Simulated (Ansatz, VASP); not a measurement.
One calculation of Li2Cu, two programs

```xyz
3
Lattice="2.7044 0.0000 0.0000 -1.3522 2.3421 0.0000 0.0000 0.0000 6.8107" Properties=species:S:1:pos:R:3 pbc="T T T"
Li    1.3522    0.7807    4.6961
Li    0.0000    1.5614    2.1146
Cu    0.0000    0.0000    0.0000
```

Alike in both runs: functional PBE; k mesh 18 × 18 × 8; occupations gaussian, width 0.1 eV; no spin polarisation.

Ansatz relaxed the structure, and its values are those at the end. VASP's run is a single point on that final structure, the one shown.

```csv
,VASP,Ansatz
version,VASP 6.6.1,Ansatz 0.2.0
potentials or method,"VASP PAW PBE potentials, release 64 (Li_sv, Cu)","scalar-relativistic, plane waves, PAW"
plane-wave cutoff (eV),520,420
valence electrons in the cell,17,25
```

```tsv
	VASP	Ansatz	Ansatz less VASP
gap on the k mesh at the Fermi level (eV)	none	none	-
rms of the force components (eV/Å)	0.007	0.004	-0.0033
```

A gap of «none» marks a metal or a gap that the smearing closes. The two sets of potentials don't hold the same shells in valence.
